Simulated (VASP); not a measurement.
Here is a VASP 6.6.1 calculation.

Contents of POSCAR:

```
BeSi
1.0
    2.9760720000      0.0114520000      0.0016060000
    0.0114520000      2.9616950000     -0.0400930000
    0.0016060000     -0.0400930000      2.9603260000
Be Si
1 1
Direct
    0.5000000000      0.5000000000      0.5000000000
    0.0000000000      0.0000000000      0.0000000000
```

Contents of INCAR.step1:

```
SYSTEM = BeSi
ALGO = Fast
EDIFF = 1E-6
ENCUT = 500
GGA = PS
ISIF = 2
ISMEAR = -1
LASPH = .True.
LCHARG = .True.
LREAL = .False.
LWAVE = .False.
NBANDS = 10
NELM = 100
PREC = Accurate
SIGMA = 0.05
```

Contents of KPOINTS.step1:

```
k-points
0
Gamma
  9 9 9
  0 0 0
```

Contents of INCAR.step2:

```
SYSTEM = BeSi
ALGO = Fast
EDIFF = 1E-6
ENCUT = 500
GGA = PS
ICHARG = 11
ISIF = 2
ISMEAR = 0
LASPH = .True.
LCHARG = .False.
LREAL = .False.
LWAVE = .False.
NBANDS = 10
NELM = 100
PREC = Accurate
SIGMA = 0.05
```

File KPOINTS.step2:

```
path XGY,LGZ,NGM,RG
10
line-mode
reciprocal
 0.0000000000  0.0000000000 -0.5000000000  X
 0.0000000000  0.0000000000  0.0000000000  G

 0.0000000000  0.0000000000  0.0000000000  G
-0.5000000000  0.0000000000  0.0000000000  Y

-0.5000000000  0.0000000000 -0.5000000000  L
 0.0000000000  0.0000000000  0.0000000000  G

 0.0000000000  0.0000000000  0.0000000000  G
 0.5000000000  0.5000000000  0.0000000000  Z

 0.5000000000  0.5000000000 -0.5000000000  N
 0.0000000000  0.0000000000  0.0000000000  G

 0.0000000000  0.0000000000  0.0000000000  G
 0.0000000000  0.5000000000  0.0000000000  M

 0.0000000000  0.5000000000 -0.5000000000  R
 0.0000000000  0.0000000000  0.0000000000  G
```

Potentials or basis: VASP PAW PBE potentials, release 54 (Be, Si).

The run is started by

```bash
$ cat potpaw_PBE.54/Be/POTCAR potpaw_PBE.54/Si/POTCAR > POTCAR
$ cp INCAR.step1 INCAR
$ cp KPOINTS.step1 KPOINTS
$ mpirun -np 1 vasp_std > vasp.out
$ cp INCAR.step2 INCAR
$ cp KPOINTS.step2 KPOINTS
$ mpirun -np 1 vasp_std > vasp.out
```

Question: What does it give for the band gap along the path?

Answer: None (metal or under the smearing width).

Levels at the corners of the path, in eV from the Fermi level:
| point | band 1 | band 2 | band 3 | band 4 | band 5 | band 6 |
| --- | --- | --- | --- | --- | --- | --- |
| X | -9.65 | -7.47 | 4.83 | 4.96 | 4.98 | 5.10 |
| Γ | -12.58 | 1.12 | 1.19 | 1.47 | 4.54 | 4.62 |
| Γ | -12.58 | 1.12 | 1.19 | 1.47 | 4.54 | 4.62 |
| Y | -9.71 | -7.50 | 4.83 | 4.95 | 5.06 | 5.28 |
| L | -5.97 | -5.26 | -5.24 | -2.05 | 7.01 | 7.72 |
| Γ | -12.58 | 1.12 | 1.19 | 1.47 | 4.54 | 4.62 |
| Γ | -12.58 | 1.12 | 1.19 | 1.47 | 4.54 | 4.62 |
| Z | -5.98 | -5.29 | -5.21 | -2.05 | 7.01 | 7.74 |
| N | -2.42 | -1.79 | -1.62 | -1.50 | -0.91 | -0.76 |
| Γ | -12.58 | 1.12 | 1.19 | 1.47 | 4.54 | 4.62 |
| Γ | -12.58 | 1.12 | 1.19 | 1.47 | 4.54 | 4.62 |
| M | -9.66 | -7.47 | 4.83 | 4.96 | 5.00 | 5.09 |
| R | -5.93 | -5.35 | -5.09 | -1.98 | 6.88 | 7.78 |
| Γ | -12.58 | 1.12 | 1.19 | 1.47 | 4.54 | 4.62 |

Caveat: the log is that of the step along the path at fixed density, whose energy, stress, charges and moments have no meaning.
